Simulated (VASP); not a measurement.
**Moving the functional in Ta4NiO11**

The cell as given:

```cif
data_structure
_symmetry_space_group_name_H-M 'F-43m'
_symmetry_Int_Tables_number 216
_cell_length_a 9.7343
_cell_length_b 9.7343
_cell_length_c 9.7343
_cell_angle_alpha 90.000
_cell_angle_beta 90.000
_cell_angle_gamma 90.000
_cell_volume 922.39
loop_
_atom_site_label
_atom_site_type_symbol
_atom_site_symmetry_multiplicity
_atom_site_Wyckoff_symbol
_atom_site_fract_x
_atom_site_fract_y
_atom_site_fract_z
_atom_site_occupancy
Ta1 Ta 16 e 0.36993 0.13007 0.13007 1
Ni1 Ni 4 a 0.00000 0.00000 0.00000 1
O1 O 4 d 0.25000 0.25000 0.75000 1
O2 O 16 e 0.15654 0.34346 0.34346 1
O3 O 24 f 0.69977 0.00000 0.00000 1
```

The cell comes from a database or a generator and needn't be the stable form of this composition.

Kept alike: task relaxation of cell and atoms; k mesh 5 × 5 × 5; occupations fermi-dirac, width 0.05 eV; collinear spin, ferromagnetic start. Program: VASP, PAW files Ni, O, Ta_pv, 600 eV. The mesh is that of the run's cell of 16 atoms. No spin-orbit coupling.

```csv
functional,volume (Å³/atom),largest site moment (μB)
LDA,-,1.00
PBE,14.412,1.07
PBEsol,13.999,1.03
```

The relaxations keep at least the cell's symmetry (F-43m). For a metal such a mesh leaves the last digits unconverged. Relaxations stop with a little pressure left, so the last digits of a volume or edge aren't settled. A dash stands where a model potential gives no energy or stress, or where a value looked faulty or was in doubt. The runs hold the magnetic state that their start led to, which needn't be the lowest. Site moments count inside each atom's sphere or projector. Potentials were made for LDA (LDA); PBE (PBE, PBEsol).

Task: What does the functional change here?

Result: The volume runs from 13.999 (PBEsol) to 14.412 Å³/atom (PBE). The largest site moment runs from 1.00 (LDA) to 1.07 μB (PBE). From PBE: LDA -0.07; PBEsol -0.04.
